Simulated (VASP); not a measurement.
Given:

```xyz
2
Lattice="0.0000 3.1215 3.1215 3.1215 0.0000 3.1215 3.1215 3.1215 0.0000" Properties=species:S:1:pos:R:3 pbc="T T T"
Cd     0.0000     0.0000     0.0000
Se     1.5608     1.5608     1.5608
```

Method: SCAN meta-GGA, VASP's PBE PAW potentials (set 64) (plane waves; VASP). Run with 520 eV cut-off, 8×8×8 Γ-centred mesh, Gaussian smearing of 0.050 eV, potentials Cd Se.

What does the run give for the energy per atom (σ→0), pressure, band gap (on the k-mesh) with the smallest direct gap where there is one?

* **band gap (on the k-mesh)**: 0.79 eV
* **smallest direct gap (on the k-mesh)**: 0.79 eV
* **energy per atom (σ→0)**: -25.925 eV/atom
* **pressure**: -27.0 kbar

Only differences to runs with the same potentials and settings are physical.

The compound is CdSe in the zinc blende structure, whereas wurtzite is the usual form. This cell is one point of a volume scan, at 1.06 of the reference volume.
